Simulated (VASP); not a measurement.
Calculation: optB88-vdW, VASP's PBE PAW potentials (set 64) (plane waves; VASP).

A VASP calculation is set up with these files.

POSCAR:
```
ZrS2 monolayer
1
    3.6801792113     0.0000000000     0.0000000000
   -1.8400896056     3.1871287100     0.0000000000
    0.0000000000     0.0000000000    18.9301788896
S Zr
2 1
Direct
  0.6666670000   0.3333330000   0.4230570000
  0.3333330000   0.6666670000   0.5769430000
  0.0000000000   0.0000000000   0.5000000000
```

File KPOINTS:
```
Automatic mesh
0
Gamma
12 12 1
0 0 0
```

### INCAR
```
AGGAC = 0.0
ALGO = Normal
EDIFF = 1E-6
ENCUT = 400
GGA = BO
ISMEAR = 0
LASPH = .TRUE.
LCHARG = .FALSE.
LMAXMIX = 4
LORBIT = 11
LREAL = .FALSE.
LUSE_VDW = .TRUE.
LVHAR = .TRUE.
LWAVE = .FALSE.
NELM = 100
NELMIN = 4
PARAM1 = 0.1833333333
PARAM2 = 0.22
PREC = Normal
SIGMA = 0.05
SYSTEM = ZrS2 monolayer
```

POTCAR, in this order: S Zr_sv (PBE.64 set). Program: vasp_std. Read from the step before: WAVECAR.

Question: What will the output report for the number of irreducible k-points (NKPTS), largest plane-wave count, number of space-group operations, FFT grid (NGX, NGY, NGZ)?

Answer: 
The number of irreducible k-points (NKPTS) is 19, the largest plane-wave count is 4080 and the number of space-group operations comes out as 12. The FFT grid (NGX, NGY, NGZ) is 18 × 18 × 96.

The cell is a sheet with vacuum, built from ZrS2 (1T layered).
